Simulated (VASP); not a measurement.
These are modified Becke-Johnson potential (mBJ), VASP's PBE PAW potentials (set 64) (plane waves; VASP 6.6.1) values and carry that method's errors.

VASP input:

File KPOINTS_OPT:
```
k-points along high-symmetry lines
11
Line-mode
Reciprocal
  0.000000   0.000000   0.000000 ! GAMMA
  0.000000   0.500000   0.000000 ! X

  0.000000   0.500000   0.000000 ! X
  0.500000   0.500000   0.000000 ! M

  0.500000   0.500000   0.000000 ! M
  0.000000   0.000000   0.000000 ! GAMMA

  0.000000   0.000000   0.000000 ! GAMMA
  0.500000   0.500000   0.500000 ! R

  0.500000   0.500000   0.500000 ! R
  0.000000   0.500000   0.000000 ! X

  0.500000   0.500000   0.500000 ! R
  0.500000   0.500000   0.000000 ! M
```

File KPOINTS:
```
K-points
0
gamma
4 4 4
```

**POSCAR**
```
CsPbCl3
1
    5.7312567837     0.0000000000     0.0000000000
    0.0000000000     5.7312567837     0.0000000000
    0.0000000000     0.0000000000     5.7312567837
Cs Pb Cl
1 1 3
Direct
  0.0000000000   0.0000000000   0.0000000000
  0.5000000000   0.5000000000   0.5000000000
  0.5000000000   0.0000000000   0.5000000000
  0.0000000000   0.5000000000   0.5000000000
  0.5000000000   0.5000000000   0.0000000000
```

INCAR:
```
SYSTEM = CsPbCl3
PREC = Accurate; ENCUT = 520; LREAL = .False.
LASPH = .True.
EDIFF = 1E-6; NELM = 300; ALGO = Normal
IMIX = 1; AMIX = 0.1; LMAXMIX = 4
LMIXTAU = .True.
ISMEAR = 0; SIGMA = 0.05
METAGGA = MBJ
ISIF = 0
LWAVE = .False.; LCHARG = .False.
```

POTCAR, in this order: Cs_sv Pb_d Cl (PBE.64 set). Program: vasp_std. Read from the step before: WAVECAR.

What VASP printed:

### OSZICAR
```
...
DAV: 219     0.166104575668E+04    0.34895E+01   -0.20954E+02   522   0.845E+01    0.324E+02
DAV: 220     0.165214534806E+04   -0.89004E+01   -0.73593E+02   520   0.308E+02    0.335E+02
DAV: 221     0.166055329732E+04    0.84079E+01   -0.34828E+02   520   0.158E+02    0.322E+02
DAV: 222     0.166829738217E+04    0.77441E+01   -0.12323E+02   520   0.103E+02    0.308E+01
DAV: 223     0.166902225196E+04    0.72487E+00   -0.69909E+00   556   0.204E+01    0.278E+01
DAV: 224     0.166813084350E+04   -0.89141E+00   -0.69036E+00   522   0.248E+01    0.616E+01
DAV: 225     0.164844615332E+04   -0.19685E+02   -0.13501E+02   592   0.138E+02    0.312E+02
DAV: 226     0.166198579369E+04    0.13540E+02   -0.41594E+02   520   0.165E+02    0.324E+02
DAV: 227     0.166679944062E+04    0.48136E+01   -0.22180E+02   520   0.127E+02    0.143E+02
DAV: 228     0.161780984140E+04   -0.48990E+02   -0.40363E+02   600   0.225E+02    0.260E+02
DAV: 229     0.165979323430E+04    0.41983E+02   -0.71624E+02   520   0.206E+02    0.265E+02
DAV: 230     0.166229229327E+04    0.24991E+01   -0.21129E+02   544   0.807E+01    0.142E+02
DAV: 231     0.165596017591E+04   -0.63321E+01   -0.35627E+02   524   0.195E+02    0.262E+02
DAV: 232     0.104010806674E+04   -0.61585E+03   -0.46848E+03   684   0.108E+03    0.488E+02
DAV: 233     0.161584395854E+04    0.57574E+03   -0.38041E+03   568   0.406E+02    0.778E+02
DAV: 234     0.160181336969E+04   -0.14031E+02   -0.18112E+03   652   0.272E+02    0.216E+02
DAV: 235     0.167224839418E+04    0.70435E+02   -0.55468E+02   592   0.184E+02    0.226E+02
DAV: 236     0.167074660163E+04   -0.15018E+01   -0.18968E+02   520   0.851E+01    0.124E+02
DAV: 237     0.166607930085E+04   -0.46673E+01   -0.58129E+01   520   0.484E+01    0.267E+02
DAV: 238     0.166686067235E+04    0.78137E+00   -0.33569E+01   612   0.470E+01    0.243E+02
DAV: 239     0.166723554292E+04    0.37487E+00   -0.19635E+01   524   0.367E+01    0.177E+02
DAV: 240     0.166836418915E+04    0.11286E+01   -0.31835E+01   520   0.518E+01    0.365E+01
DAV: 241     0.166906858954E+04    0.70440E+00   -0.40848E+00   594   0.149E+01    0.577E+01
DAV: 242     0.166896693251E+04   -0.10166E+00   -0.38442E+00   522   0.168E+01    0.289E+01
DAV: 243     0.166877289986E+04   -0.19403E+00   -0.14385E+00   546   0.896E+00    0.348E+01
DAV: 244     0.166885722850E+04    0.84329E-01   -0.11901E+00   602   0.994E+00    0.456E+01
DAV: 245     0.166837013955E+04   -0.48709E+00   -0.95833E-01   524   0.871E+00    0.529E+01
DAV: 246     0.166787376822E+04   -0.49637E+00   -0.67658E-01   548   0.724E+00    0.646E+01
DAV: 247     0.164037193280E+04   -0.27502E+02   -0.38423E+02   520   0.241E+02    0.348E+02
DAV: 248     0.166973492242E+04    0.29363E+02   -0.23527E+02   520   0.130E+02    0.901E+01
DAV: 249     0.166479432078E+04   -0.49406E+01   -0.11910E+02   520   0.935E+01    0.223E+02
DAV: 250     0.167117441702E+04    0.63801E+01   -0.58233E+01   520   0.647E+01    0.741E+01
DAV: 251     0.167106992595E+04   -0.10449E+00   -0.55756E+00   520   0.149E+01    0.440E+01
DAV: 252     0.167002110816E+04   -0.10488E+01   -0.50782E+00   534   0.172E+01    0.864E+01
DAV: 253     0.163608797961E+04   -0.33933E+02   -0.43772E+02   520   0.268E+02    0.435E+02
DAV: 254     0.166575936453E+04    0.29671E+02   -0.47410E+02   520   0.173E+02    0.243E+02
DAV: 255     0.166701864416E+04    0.12593E+01   -0.20772E+02   520   0.124E+02    0.131E+02
DAV: 256     0.166141546546E+04   -0.56032E+01   -0.18090E+02   520   0.995E+01    0.347E+02
DAV: 257     0.166801389831E+04    0.65984E+01   -0.24019E+02   520   0.142E+02    0.119E+02
DAV: 258     0.138970158012E+04   -0.27831E+03   -0.23375E+03   722   0.755E+02    0.268E+02
DAV: 259     0.163175984005E+04    0.24206E+03   -0.24352E+03   648   0.367E+02    0.574E+01
DAV: 260     0.165280280151E+04    0.21043E+02   -0.10967E+03   520   0.158E+02    0.215E+02
DAV: 261     0.166254650908E+04    0.97437E+01   -0.41150E+02   520   0.176E+02    0.198E+02
DAV: 262     0.165943770193E+04   -0.31088E+01   -0.15273E+02   544   0.108E+02    0.949E+01
DAV: 263     0.165719368501E+04   -0.22440E+01   -0.27244E+02   576   0.144E+02    0.310E+02
DAV: 264     0.166382558200E+04    0.66319E+01   -0.25950E+02   520   0.153E+02    0.145E+02
DAV: 265     0.166856298190E+04    0.47374E+01   -0.41544E+01   598   0.499E+01    0.563E+01
DAV: 266     0.166764942266E+04   -0.91356E+00   -0.12647E+01   522   0.220E+01    0.469E+01
DAV: 267     0.166749783134E+04   -0.15159E+00   -0.61398E+00   520   0.160E+01    0.707E+01
DAV: 268    -0.122885733774E+03   -0.17904E+04   -0.18492E+04   768   0.327E+03    0.593E+02
DAV: 269     0.159865867236E+04    0.17215E+04   -0.65788E+03   570   0.536E+02    0.267E+02
DAV: 270     0.164290855970E+04    0.44250E+02   -0.23299E+03   590   0.250E+02    0.909E+01
DAV: 271     0.166183459725E+04    0.18926E+02   -0.42727E+02   546   0.165E+02    0.106E+02
DAV: 272     0.166703218967E+04    0.51976E+01   -0.17550E+02   520   0.948E+01    0.133E+02
DAV: 273     0.166193153842E+04   -0.51007E+01   -0.87747E+01   540   0.600E+01    0.185E+02
DAV: 274     0.157509515582E+04   -0.86836E+02   -0.12122E+03   602   0.451E+02    0.137E+02
DAV: 275     0.165447168297E+04    0.79377E+02   -0.98682E+02   520   0.237E+02    0.225E+02
DAV: 276     0.165695788688E+04    0.24862E+01   -0.40625E+02   544   0.124E+02    0.672E+01
DAV: 277     0.164463855690E+04   -0.12319E+02   -0.26705E+02   534   0.160E+02    0.164E+02
DAV: 278     0.165694764920E+04    0.12309E+02   -0.47960E+02   520   0.166E+02    0.303E+02
DAV: 279     0.164753798027E+04   -0.94097E+01   -0.70269E+02   520   0.256E+02    0.458E+02
DAV: 280     0.165833559431E+04    0.10798E+02   -0.39474E+02   520   0.152E+02    0.360E+02
DAV: 281     0.166575150500E+04    0.74159E+01   -0.18782E+02   520   0.114E+02    0.388E+01
DAV: 282     0.166415037272E+04   -0.16011E+01   -0.31295E+01   600   0.333E+01    0.271E+01
DAV: 283     0.166758740956E+04    0.34370E+01   -0.28300E+01   596   0.418E+01    0.102E+02
DAV: 284     0.162311520918E+04   -0.44472E+02   -0.50200E+02   520   0.275E+02    0.264E+02
DAV: 285     0.160354415305E+04   -0.19571E+02   -0.58609E+02   600   0.288E+02    0.161E+02
DAV: 286     0.166166519763E+04    0.58121E+02   -0.62676E+02   520   0.205E+02    0.249E+02
DAV: 287     0.151300366928E+04   -0.14866E+03   -0.27540E+03   578   0.740E+02    0.582E+02
DAV: 288     0.165850568389E+04    0.14550E+03   -0.11565E+03   576   0.244E+02    0.260E+02
DAV: 289     0.165518097763E+04   -0.33247E+01   -0.32478E+02   536   0.969E+01    0.317E+02
DAV: 290     0.166472116817E+04    0.95402E+01   -0.29276E+02   520   0.156E+02    0.150E+02
DAV: 291     0.166717964219E+04    0.24585E+01   -0.91246E+01   556   0.758E+01    0.129E+02
DAV: 292     0.165544193188E+04   -0.11738E+02   -0.20717E+02   520   0.150E+02    0.293E+02
DAV: 293     0.166042975518E+04    0.49878E+01   -0.31913E+02   520   0.147E+02    0.352E+02
DAV: 294     0.166715508689E+04    0.67253E+01   -0.70686E+01   520   0.676E+01    0.914E+01
DAV: 295     0.159584984305E+04   -0.71305E+02   -0.87301E+02   648   0.386E+02    0.296E+02
DAV: 296     0.165406755044E+04    0.58218E+02   -0.93259E+02   520   0.239E+02    0.277E+02
DAV: 297     0.166205744299E+04    0.79899E+01   -0.30800E+02   536   0.107E+02    0.198E+01
DAV: 298     0.166739111628E+04    0.53337E+01   -0.73335E+01   532   0.492E+01    0.993E+01
DAV: 299     0.166679606615E+04   -0.59505E+00   -0.39802E+01   520   0.339E+01    0.115E+02
DAV: 300     0.159594314779E+04   -0.70853E+02   -0.87276E+02   522   0.368E+02
   1 F= 0.15959431E+04 E0= 0.15959431E+04  d E =-.466406E-18
       N       E                     dE             ncg
       N       E                     dE             ncg
       N       E                     dE             ncg
       N       E                     dE             ncg
       N       E                     dE             ncg
       N       E                     dE             ncg
       N       E                     dE             ncg
```

File OUTCAR:
```
------------------------ aborting loop EDIFF was not reached (unconverged)  ----------------------------
  volume of cell :      188.26
      direct lattice vectors                 reciprocal lattice vectors
     5.731256784  0.000000000  0.000000000     0.174481800  0.000000000  0.000000000
     0.000000000  5.731256784  0.000000000     0.000000000  0.174481800  0.000000000
     0.000000000  0.000000000  5.731256784     0.000000000  0.000000000  0.174481800
 POSITION                                       TOTAL-FORCE (eV/Angst)
 -----------------------------------------------------------------------------------
      0.00000      0.00000      0.00000         0.000000      0.000000      0.000000
      2.86563      2.86563      2.86563         0.000000      0.000000      0.000000
      2.86563      0.00000      2.86563         0.000000      0.000000      0.000000
      0.00000      2.86563      2.86563         0.000000      0.000000      0.000000
      2.86563      2.86563      0.00000         0.000000      0.000000      0.000000
 -----------------------------------------------------------------------------------
    total drift:                                0.000000     -0.000000     -0.000000
  FREE ENERGIE OF THE ION-ELECTRON SYSTEM (eV)
  ---------------------------------------------------
  free  energy   TOTEN  =      1595.9431477946 eV

  energy  without entropy=     1595.9431477946  energy(sigma->0) =     1595.94314779

     CMBJ =    1.0000

     CMBJA=   -0.0120

     CMBJB=    1.0230

     CMBJE=    0.5000

    CMBJ =    2.0000
```
(Selected blocks of OUTCAR.)

### stdout
```
...
DAV: 296     0.165406755044E+04    0.58218E+02   -0.93259E+02   520   0.239E+02    0.277E+02
DAV: 297     0.166205744299E+04    0.79899E+01   -0.30800E+02   536   0.107E+02    0.198E+01
DAV: 298     0.166739111628E+04    0.53337E+01   -0.73335E+01   532   0.492E+01    0.993E+01
DAV: 299     0.166679606615E+04   -0.59505E+00   -0.39802E+01   520   0.339E+01    0.115E+02
DAV: 300     0.159594314779E+04   -0.70853E+02   -0.87276E+02   522   0.368E+02

 -----------------------------------------------------------------------------
|                                                                             |
|           W    W    AA    RRRRR   N    N  II  N    N   GGGG   !!!           |
|           W    W   A  A   R    R  NN   N  II  NN   N  G    G  !!!           |
|           W    W  A    A  R    R  N N  N  II  N N  N  G       !!!           |
|           W WW W  AAAAAA  RRRRR   N  N N  II  N  N N  G  GGG   !            |
|           WW  WW  A    A  R   R   N   NN  II  N   NN  G    G                |
|           W    W  A    A  R    R  N    N  II  N    N   GGGG   !!!           |
|                                                                             |
|     The electronic self-consistency was not achieved in the given           |
|     number of steps (NELM). The forces and other quantities evaluated       |
|     might not be reliable so examine the results carefully. If you find     |
|     spurious results, we suggest increasing NELM, if you were close to      |
|     convergence or switching to a different ALGO or adjusting the           |
|     density mixing parameters otherwise.                                    |
|                                                                             |
 -----------------------------------------------------------------------------

   1 F= 0.15959431E+04 E0= 0.15959431E+04  d E =-.466406E-18
 Start KPOINTS_OPT (optional k-point list driver)
k-point batch [1-10\66]
       N       E                     dE             ncg
k-point batch [11-20\66]
       N       E                     dE             ncg
k-point batch [21-30\66]
       N       E                     dE             ncg
k-point batch [31-40\66]
       N       E                     dE             ncg
k-point batch [41-50\66]
       N       E                     dE             ncg
k-point batch [51-60\66]
       N       E                     dE             ncg
k-point batch [61-66\66]
       N       E                     dE             ncg
```

Convergence was not reached.

mBJ is a potential without an energy functional, so only the levels count.

The compound is CsPbCl3 in the cubic perovskite structure, the ideal cubic form; the compound distorts at low or room temperature. It was relaxed first, which changed the volume by +7 %. The cell's shape comes from a PBE relaxation.
